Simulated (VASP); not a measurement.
Consider the following.

```xyz
2
Lattice="1.8000 -3.1177 0.0000 1.8000 3.1177 0.0000 0.0000 0.0000 5.6900" Properties=species:S:1:pos:R:3 pbc="T T T"
Tb     1.8000     1.0392     1.4225
Tb     1.8000    -1.0392     4.2675
```
Cell charge +0.1.

The numbers are results of PBE GGA, VASP's PBE PAW potentials (set 64) (plane waves; VASP), not measurements. Settings: NELECT = 17.9, 400 eV cut-off, 11×11×6 Γ-centred mesh, Gaussian smearing of 0.050 eV, potentials Tb_3.

The 4f electrons are frozen in the core of the lanthanide potential, so 4f levels, which can set the real gap, and their magnetism are missing. The cell is charged, with a uniform compensating background.

Give the stress tensor in GPa (positive for a compressed cell).

```
-0.41   0.00   0.00
 0.00  -0.41   0.00
 0.00   0.00  -1.37
```
The pressure is its mean diagonal, -0.73 GPa.

The compound is Tb in the hcp structure. The cell was not relaxed at this level. The run is one of a series of settings (ISMEAR = 0, NELECT = 17.9, SIGMA = 0.05 against the base run), some of them coarse on purpose.
